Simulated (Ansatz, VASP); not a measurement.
**LiH: VASP beside Ansatz**

Aim: how closely do two programs agree when they are given the same cell, functional and k mesh? The cell is taken from a series of runs on this material, whose earlier steps may have relaxed, scaled, displaced or heated it; both programs get it as it stands.

Method: plane waves, with VASP 6.6.1 beside it; zone-centre phonons at LDA, in Ansatz 0.2.0.

### 1. The structure

The structure is cubic, space group Fm-3m (No. 225). The conventional cell has a = 3.869 Å, b = 3.869 Å, c = 3.869 Å, α = 90.00°, β = 90.00°, γ = 90.00°. Nearest to Li lie 6 H at 1.93 Å. Nearest to H lie 6 Li at 1.93 Å. Farther neighbours are not listed.

### 2. VASP: zone-centre phonons, LDA, pair 1

Second derivatives magnify differences that forces hide, and they need a tight electronic threshold.

Lines of VASP's logs that name or quote its potential files are left out, and so is its time.

The input, INCAR:

```
SYSTEM = LiH
PREC = Accurate
ENCUT = 750
EDIFF = 1E-08
NELM = 120
ISMEAR = 0
SIGMA = 0.01
LREAL = .FALSE.
ALGO = Normal
GGA = PW92
NBANDS = 8
LORBIT = 11
LWAVE = .FALSE.
LCHARG = .FALSE.
ISIF = 2
IBRION = 8
LEPSILON = .TRUE.
LASPH = .TRUE.
GGA_COMPAT = .FALSE.
EFERMI = MIDGAP
KPAR = 2
```

The input, POSCAR:

```
LiH
1.0
    0.0000000000      1.9347203482      1.9347203482
    1.9347203482      0.0000000000      1.9347203482
    1.9347203482      1.9347203482      0.0000000000
Li H
1 1
Direct
    0.0000000000      0.0000000000      0.0000000000
    0.5000000000      0.5000000000      0.5000000000
```

The input, KPOINTS:

```
Automatic mesh
0
Gamma
12 12 12
0 0 0
```

Potentials, in the order of the species: Li_sv and H (LDA family, release 64).

Run with:

```bash
$ mpirun -np 2 vasp_std
```

What it wrote:

```text
[banner, memory and clock lines left out]
running    2 mpi-ranks, on    1 nodes
 distrk:  each k-point on    1 cores,    2 groups
 distr:  one band on    1 cores,    1 groups

 POSCAR found type information on POSCAR LiH
 POSCAR found :  2 types and       2 ions
|                                                                             |
|               ----> ADVICE to this user running VASP <----                  |
|                                                                             |
|     You enforced a specific xc type in the INCAR file but a different       |
|     [... a line on the potential file left out ...]
|     I HOPE YOU KNOW WHAT YOU ARE DOING!                                     |
|                                                                             |

 LDA part: xc-table for (Slater(with rela. corr.)+PW92), standard interpolation
 POSCAR, INCAR and KPOINTS ok, starting setup
 FFT: planning ... GRIDC
 FFT: planning ... GRID_SOFT
 FFT: planning ... GRID
 WAVECAR not read
 entering main loop
       N       E                     dE             d eps       ncg     rms          rms(c)
DAV:   1    -0.216378184139E+01   -0.21638E+01   -0.18891E+03  1176   0.596E+02
DAV:   2    -0.671154213808E+01   -0.45478E+01   -0.45478E+01  1736   0.535E+01
DAV:   3    -0.674766050643E+01   -0.36118E-01   -0.36118E-01  1304   0.532E+00
DAV:   4    -0.674781355022E+01   -0.15304E-03   -0.15304E-03  1856   0.280E-01
DAV:   5    -0.674781363450E+01   -0.84278E-07   -0.84278E-07  1368   0.537E-03    0.288E+00
DAV:   6    -0.655283531022E+01    0.19498E+00   -0.17146E-01  1392   0.136E+00    0.143E+00
DAV:   7    -0.648569608207E+01    0.67139E-01   -0.21165E-01  1568   0.164E+00    0.210E-01
DAV:   8    -0.648641935066E+01   -0.72327E-03   -0.29252E-03  1240   0.414E-01    0.472E-02
DAV:   9    -0.648635111211E+01    0.68239E-04   -0.23648E-04  1712   0.704E-02    0.354E-03
DAV:  10    -0.648635085680E+01    0.25531E-06   -0.43552E-06  1296   0.176E-02    0.263E-03
DAV:  11    -0.648635090083E+01   -0.44026E-07   -0.78186E-08  1928   0.175E-03    0.266E-04
DAV:  12    -0.648635089572E+01    0.51047E-08   -0.31395E-09  1128   0.430E-04
   1 F= -.64863509E+01 E0= -.64863509E+01  d E =0.000000E+00
 Linear response reoptimize wavefunctions to high precision
DAV:   1    -0.648635089577E+01   -0.49965E-10   -0.20342E-09  1576   0.254E-04
DAV:   2    -0.648635089577E+01   -0.39790E-11   -0.39466E-11   784   0.547E-05
 Linear response G [H, r] |phi>, progress :
  Direction:   1
       N       E                     dE             d eps       ncg     rms
RMM:   1    -0.843090267649E+01   -0.84309E+01    0.62608E+02  1477   0.212E+02
RMM:   2    -0.129540268933E+02   -0.45231E+01   -0.52696E+00  2507   0.139E+01
RMM:   3    -0.131007805898E+02   -0.14675E+00   -0.53045E-01  2678   0.304E+00
RMM:   4    -0.131085051494E+02   -0.77246E-02   -0.11320E-02  2618   0.485E-01
RMM:   5    -0.131088458332E+02   -0.34068E-03   -0.63837E-04  2614   0.121E-01
RMM:   6    -0.131088628758E+02   -0.17043E-04   -0.41697E-05  2576   0.311E-02
RMM:   7    -0.131088646229E+02   -0.17471E-05   -0.39141E-06  2639   0.100E-02
RMM:   8    -0.131088647658E+02   -0.14295E-06   -0.40519E-06  2605   0.336E-03
RMM:   9    -0.131088647948E+02   -0.29016E-07   -0.65598E-06  2571   0.131E-03
RMM:  10    -0.131088647419E+02    0.52886E-07   -0.34422E-06  2442   0.519E-04
RMM:  11    -0.131088647249E+02    0.17065E-07   -0.32868E-06  2209   0.235E-04
RMM:  12    -0.131088646823E+02    0.42630E-07   -0.59646E-07  2010   0.118E-04
RMM:  13    -0.131088646851E+02   -0.28248E-08    0.38726E-07  1812   0.741E-05
RMM:  14    -0.131088646840E+02    0.10357E-08    0.10612E-07  1594   0.567E-05
RMM:  15    -0.131088646840E+02   -0.69988E-12    0.24345E-08  1457   0.509E-05
 Linear response G [H, r] |phi>, progress :
  Direction:   2
       N       E                     dE             d eps       ncg     rms
RMM:   1    -0.683111320364E+01   -0.68311E+01    0.92633E+02  1435   0.264E+02
RMM:   2    -0.110264172549E+02   -0.41953E+01   -0.63005E+00  2483   0.150E+01
RMM:   3    -0.111561723465E+02   -0.12976E+00   -0.52427E-01  2675   0.320E+00
RMM:   4    -0.111651023555E+02   -0.89300E-02   -0.15942E-02  2620   0.526E-01
RMM:   5    -0.111655219089E+02   -0.41955E-03   -0.13026E-03  2614   0.144E-01
RMM:   6    -0.111655529534E+02   -0.31045E-04   -0.54938E-05  2607   0.361E-02
RMM:   7    -0.111655553391E+02   -0.23857E-05   -0.64864E-06  2668   0.125E-02
RMM:   8    -0.111655555431E+02   -0.20408E-06   -0.11101E-06  2645   0.399E-03
RMM:   9    -0.111655556416E+02   -0.98475E-07   -0.78792E-06  2537   0.162E-03
RMM:  10    -0.111655556260E+02    0.15655E-07   -0.96642E-06  2447   0.634E-04
RMM:  11    -0.111655556082E+02    0.17738E-07   -0.23851E-06  2235   0.286E-04
RMM:  12    -0.111655555969E+02    0.11317E-07   -0.14397E-06  2005   0.133E-04
[...]
RMM:  10    -0.958943555047E-01    0.39456E-08   -0.63181E-06  2056   0.126E-04
RMM:  11    -0.958943523292E-01    0.31755E-08   -0.21765E-06  1688   0.520E-05
RMM:  12    -0.958943463806E-01    0.59486E-08   -0.62962E-07  1465   0.314E-05
RMM:  13    -0.958943366624E-01    0.97182E-08   -0.10311E-07  1297   0.239E-05
RMM:  14    -0.958943366777E-01   -0.15341E-10   -0.17829E-08  1197   0.214E-05
[...]
Linear response to external field, progress :
  Direction:   1
       N       E                     dE             d eps       ncg     rms          rms(c)
RMM:   1    -0.151565807642E+00   -0.15157E+00   -0.39728E-01  5816   0.320E+00
RMM:   2    -0.166715327148E+00   -0.15150E-01   -0.67160E-03  5612   0.675E-01    0.510E-01
RMM:   3    -0.167665994912E+00   -0.95067E-03   -0.31833E-03  5677   0.329E-01    0.300E-01
RMM:   4    -0.178493128534E+00   -0.10827E-01   -0.18345E-03  5364   0.252E-01    0.182E-02
RMM:   5    -0.179317218844E+00   -0.82409E-03   -0.21661E-04  5911   0.760E-02    0.723E-03
RMM:   6    -0.179289864748E+00    0.27354E-04   -0.19054E-05  5869   0.189E-02    0.128E-03
RMM:   7    -0.179274174457E+00    0.15690E-04   -0.24835E-05  6057   0.614E-03    0.368E-04
RMM:   8    -0.179265835761E+00    0.83387E-05   -0.10781E-05  6130   0.191E-03    0.609E-05
RMM:   9    -0.179263966369E+00    0.18694E-05   -0.86661E-06  6157   0.679E-04    0.165E-05
RMM:  10    -0.179263612604E+00    0.35377E-06   -0.15383E-05  5300   0.244E-04    0.173E-06
 change of polarisation eV/A/(eV/A) component  1 :     0.328    -0.053    -0.038
 dielectric tensor                  component  1 :     5.103    -0.665    -0.480
 Linear response to external field, progress :
  Direction:   2
       N       E                     dE             d eps       ncg     rms          rms(c)
RMM:   1    -0.151565807626E+00   -0.15157E+00   -0.39728E-01  5835   0.320E+00
RMM:   2    -0.166715365389E+00   -0.15150E-01   -0.67162E-03  5635   0.675E-01    0.510E-01
RMM:   3    -0.167666025690E+00   -0.95066E-03   -0.31820E-03  5698   0.328E-01    0.300E-01
RMM:   4    -0.178493049869E+00   -0.10827E-01   -0.18327E-03  5386   0.252E-01    0.182E-02
RMM:   5    -0.179316388004E+00   -0.82334E-03   -0.21653E-04  5941   0.760E-02    0.723E-03
RMM:   6    -0.179289804450E+00    0.26584E-04   -0.19042E-05  5893   0.189E-02    0.128E-03
RMM:   7    -0.179274353166E+00    0.15451E-04   -0.15362E-05  6097   0.611E-03    0.368E-04
RMM:   8    -0.179265768967E+00    0.85842E-05   -0.18564E-05  6173   0.192E-03    0.598E-05
RMM:   9    -0.179263963148E+00    0.18058E-05   -0.11677E-05  6163   0.699E-04    0.166E-05
RMM:  10    -0.179263535836E+00    0.42731E-06   -0.15727E-05  5342   0.238E-04    0.218E-06
 change of polarisation eV/A/(eV/A) component  2 :    -0.033     0.328    -0.002
 dielectric tensor                  component  2 :    -0.411     5.103    -0.024
 Linear response to external field, progress :
  Direction:   3
       N       E                     dE             d eps       ncg     rms          rms(c)
RMM:   1    -0.151565807650E+00   -0.15157E+00   -0.39728E-01  5835   0.320E+00
RMM:   2    -0.166715365358E+00   -0.15150E-01   -0.67162E-03  5638   0.675E-01    0.510E-01
RMM:   3    -0.167666026048E+00   -0.95066E-03   -0.31821E-03  5696   0.328E-01    0.300E-01
RMM:   4    -0.178493067311E+00   -0.10827E-01   -0.18328E-03  5389   0.252E-01    0.182E-02
RMM:   5    -0.179316377071E+00   -0.82331E-03   -0.21656E-04  5936   0.760E-02    0.723E-03
RMM:   6    -0.179289788102E+00    0.26589E-04   -0.18975E-05  5880   0.189E-02    0.128E-03
RMM:   7    -0.179274161715E+00    0.15626E-04   -0.18007E-05  6108   0.615E-03    0.369E-04
RMM:   8    -0.179265852035E+00    0.83097E-05   -0.14582E-05  6158   0.193E-03    0.611E-05
RMM:   9    -0.179263952092E+00    0.18999E-05   -0.10619E-05  6173   0.713E-04    0.166E-05
RMM:  10    -0.179263540525E+00    0.41157E-06   -0.16465E-05  5370   0.260E-04    0.229E-06
 change of polarisation eV/A/(eV/A) component  3 :    -0.005    -0.019     0.328
 dielectric tensor                  component  3 :    -0.066    -0.235     5.103
 Linear response DOF=           2
 Linear response progress:
  Degree of freedom:   1/  2
       N       E                     dE             d eps       ncg     rms          rms(c)
RMM:   1    -0.169642838514E+00   -0.16964E+00    0.56823E+00  3262   0.226E+01
RMM:   2    -0.177892435690E+00   -0.82496E-02   -0.16115E-02  4567   0.120E+00    0.433E-02
RMM:   3    -0.177895573562E+00   -0.31379E-05   -0.62839E-04  5444   0.180E-01    0.224E-02
RMM:   4    -0.177847410650E+00    0.48163E-04   -0.57375E-05  5530   0.451E-02    0.326E-03
RMM:   5    -0.177849731427E+00   -0.23208E-05   -0.38698E-06  5837   0.124E-02    0.777E-04
RMM:   6    -0.177862242225E+00   -0.12511E-04   -0.36949E-07  5643   0.305E-03    0.226E-04
RMM:   7    -0.177865708582E+00   -0.34664E-05   -0.55954E-08  5789   0.106E-03    0.463E-05
RMM:   8    -0.177867129091E+00   -0.14205E-05   -0.22380E-08  5954   0.402E-04    0.119E-05
RMM:   9    -0.177866793367E+00    0.33572E-06   -0.46162E-09  6110   0.154E-04    0.457E-06
RMM:  10    -0.177866851383E+00   -0.58016E-07   -0.12764E-08  6336   0.651E-05    0.194E-06
RMM:  11    -0.177866889579E+00   -0.38196E-07   -0.33675E-09  6180   0.290E-05    0.452E-07
RMM:  12    -0.177866896602E+00   -0.70231E-08    0.37275E-09  5207   0.148E-05    0.843E-08
 first order change of Fermi-energy   0.48747E-03
 force on displaced ion       1 direction 1 :  -1.500   0.000   0.000
 Born effective charge ion    1 direction 1 :   1.025   0.000   0.000
 Linear response progress:
  Degree of freedom:   2/  2
       N       E                     dE             d eps       ncg     rms          rms(c)
RMM:   1    -0.155205269879E-01   -0.15521E-01   -0.57293E-03  5646   0.604E-01
RMM:   2    -0.159038312466E-01   -0.38330E-03   -0.48094E-04  5326   0.984E-02    0.104E-01
RMM:   3    -0.163565863914E-01   -0.45276E-03   -0.64024E-05  5167   0.378E-02    0.606E-02
RMM:   4    -0.173390402495E-01   -0.98245E-03   -0.36732E-05  4858   0.343E-02    0.166E-03
RMM:   5    -0.173516136294E-01   -0.12573E-04   -0.16998E-06  5578   0.688E-03    0.903E-04
RMM:   6    -0.173487331877E-01    0.28804E-05   -0.16152E-07  5672   0.178E-03    0.786E-05
RMM:   7    -0.173491835051E-01   -0.45032E-06   -0.88105E-09  5895   0.444E-04    0.576E-05
RMM:   8    -0.173484911192E-01    0.69239E-06   -0.79063E-09  5946   0.135E-04    0.595E-06
RMM:   9    -0.173484726909E-01    0.18428E-07   -0.28561E-08  6106   0.410E-05    0.379E-06
RMM:  10    -0.173484058408E-01    0.66850E-07   -0.34012E-08  6117   0.145E-05    0.214E-07
RMM:  11    -0.173484065080E-01   -0.66729E-09   -0.17808E-08  5573   0.550E-06    0.181E-07
 first order change of Fermi-energy  -0.10937E-02
 force on displaced ion       2 direction 1 :  -1.486   0.000   0.000
 Born effective charge ion    2 direction 1 :  -1.026   0.000   0.000
 Born effective charges drift removed
 Linear response finished
```

From OUTCAR (step 2):

```text
ion  position               nearest neighbor table
   1  0.000  0.000  0.000-
   2  0.500  0.500  0.500-

  LATTYP: Found a face centered cubic cell.
 ALAT       =     3.8694406964

 Subroutine GETGRP returns: Found 48 space group operations
 (whereof 48 operations were pure point group operations)

The static configuration has the point symmetry O_h .

 Found     72 irreducible k-points:

   k-points           NKPTS =     72   k-points in BZ     NKDIM =     72   number of bands    NBANDS=      8

   dimension x,y,z NGX =    24 NGY =   24 NGZ =   24
   dimension x,y,z NGXF=    48 NGYF=   48 NGZF=   48

   ENCUT  =  750.0 eV  55.12 Ry    7.42 a.u.   6.11  6.11  6.11*2*pi/ulx,y,z

   NELECT =       4.0000    total number of electrons

 k-points in reciprocal lattice and weights: Automatic mesh
   0.00000000  0.00000000  0.00000000       0.001
   0.08333333  0.00000000  0.00000000       0.005
   0.16666667  0.00000000  0.00000000       0.005
   0.25000000  0.00000000  0.00000000       0.005
   0.33333333  0.00000000  0.00000000       0.005
   0.41666667  0.00000000  0.00000000       0.005
   0.50000000  0.00000000  0.00000000       0.002
   0.08333333  0.08333333  0.00000000       0.003
   0.16666667  0.08333333  0.00000000       0.014
[...]
-0.33333333  0.50000000  0.16666667       0.007
  -0.25000000  0.50000000  0.25000000       0.003

 average (electrostatic) potential at core
       1 -65.4090       2 -33.2370

  Total        0.0995145      0.0995145      0.0995145      0.0000000      0.0000000      0.0000000
  in kB       11.0080956     11.0080956     11.0080956      0.0000000      0.0000000      0.0000000
  external PRESSURE =      11.0080956 kB  Pullay stress =       0.0000000 kB

  energy-cutoff  :      750.00
  volume of cell :       14.48
      direct lattice vectors                 reciprocal lattice vectors
     0.000000000  1.934720348  1.934720348    -0.258435283  0.258435283  0.258435283
     1.934720348  0.000000000  1.934720348     0.258435283 -0.258435283  0.258435283
     1.934720348  1.934720348  0.000000000     0.258435283  0.258435283 -0.258435283

 POSITION                                       TOTAL-FORCE (eV/Angst)
 -----------------------------------------------------------------------------------
      0.00000      0.00000      0.00000        -0.000000      0.000000      0.000000
      1.93472      1.93472      1.93472         0.000000     -0.000000     -0.000000
 -----------------------------------------------------------------------------------
    total drift:                                0.000000     -0.000000     -0.000000

 MACROSCOPIC STATIC DIELECTRIC TENSOR (including local field effects in DFT)
 ------------------------------------------------------
           5.103473    -0.000000    -0.000000
           0.000000     5.103473    -0.000000
           0.000000     0.000000     5.103473
 ------------------------------------------------------

 PIEZOELECTRIC TENSOR (including local field effects)  for field in x, y, z        (C/m^2)
          XX          YY          ZZ          XY          YZ          ZX
  --------------------------------------------------------------------------------
  x     0.00000     0.00000     0.00000     0.00000     0.00000     0.00000
  y     0.00000     0.00000     0.00000     0.00000     0.00000     0.00000
  z     0.00000     0.00000     0.00000     0.00000     0.00000     0.00000

 BORN EFFECTIVE CHARGES (including local field effects) (in |e|, cummulative output)
 ---------------------------------------------------------------------------------
 ion    1
    1     1.02515    -0.00000    -0.00000
    2    -0.00000     1.02515    -0.00000
    3     0.00000     0.00000     1.02515
 ion    2
    1    -1.02515     0.00000     0.00000
    2     0.00000    -1.02515     0.00000
    3     0.00000     0.00000    -1.02515

 Eigenvectors and eigenvalues of the dynamical matrix
 ----------------------------------------------------

   1 f  =   20.384597 THz   128.080199 2PiTHz  679.956959 cm-1    84.303881 meV
             X         Y         Z           dx          dy          dz
      0.000000  0.000000  0.000000     0.000000    0.354774    0.000000
      1.934720  1.934720  1.934720     0.000000   -0.934952    0.000000

   2 f  =   20.384597 THz   128.080199 2PiTHz  679.956959 cm-1    84.303881 meV
             X         Y         Z           dx          dy          dz
      0.000000  0.000000  0.000000    -0.354774    0.000000    0.000000
      1.934720  1.934720  1.934720     0.934952    0.000000    0.000000

   3 f  =   20.384597 THz   128.080199 2PiTHz  679.956959 cm-1    84.303881 meV
             X         Y         Z           dx          dy          dz
      0.000000  0.000000  0.000000     0.000000    0.000000   -0.354774
      1.934720  1.934720  1.934720     0.000000    0.000000    0.934952

   4 f/i=    0.031422 THz     0.197432 2PiTHz    1.048137 cm-1     0.129952 meV
             X         Y         Z           dx          dy          dz
      0.000000  0.000000  0.000000     0.000000   -0.934952    0.000000
      1.934720  1.934720  1.934720     0.000000   -0.354774    0.000000

   5 f/i=    0.031422 THz     0.197432 2PiTHz    1.048137 cm-1     0.129952 meV
             X         Y         Z           dx          dy          dz
      0.000000  0.000000  0.000000     0.934952    0.000000    0.000000
      1.934720  1.934720  1.934720     0.354774    0.000000    0.000000

   6 f/i=    0.031422 THz     0.197432 2PiTHz    1.048137 cm-1     0.129952 meV
             X         Y         Z           dx          dy          dz
      0.000000  0.000000  0.000000     0.000000    0.000000    0.934952
      1.934720  1.934720  1.934720     0.000000    0.000000    0.354774

 MACROSCOPIC STATIC DIELECTRIC TENSOR IONIC CONTRIBUTION
 ------------------------------------------------------
           8.793183    -0.000000    -0.000000
          -0.000000     8.793183    -0.000000
          -0.000000    -0.000000     8.793183
 ------------------------------------------------------

 ELASTIC MODULI CONTR FROM IONIC RELAXATION (kBar)
 Direction    XX          YY          ZZ          XY          YZ          ZX
 --------------------------------------------------------------------------------
 XX           0.0000      0.0000      0.0000      0.0000      0.0000      0.0000
 YY           0.0000      0.0000      0.0000      0.0000      0.0000      0.0000
 ZZ           0.0000      0.0000      0.0000      0.0000      0.0000      0.0000
 XY           0.0000      0.0000      0.0000      0.0000      0.0000      0.0000
 YZ           0.0000      0.0000      0.0000      0.0000      0.0000      0.0000
 ZX           0.0000      0.0000      0.0000      0.0000      0.0000      0.0000
 --------------------------------------------------------------------------------

 PIEZOELECTRIC TENSOR IONIC CONTR  for field in x, y, z        (C/m^2)
          XX          YY          ZZ          XY          YZ          ZX
  --------------------------------------------------------------------------------
  x     0.00000     0.00000     0.00000     0.00000     0.00000     0.00000
  y     0.00000     0.00000     0.00000     0.00000     0.00000     0.00000
  z     0.00000     0.00000     0.00000     0.00000     0.00000     0.00000
```

(Part 1 of 2 ends here.)

[Lines on the potential files, build, host, timing and source positions are cut from VASP's logs without a mark.]

[Logs are printed without paths, hosts, clocks, repeated set-up lines and the standing remarks that a program may print on its own settings, such as how far it seeks lower states.]

[Hosts, paths, dates, database ids (printed as entryN), source tags and the programs' standing remarks are cut or masked in the printed files.]
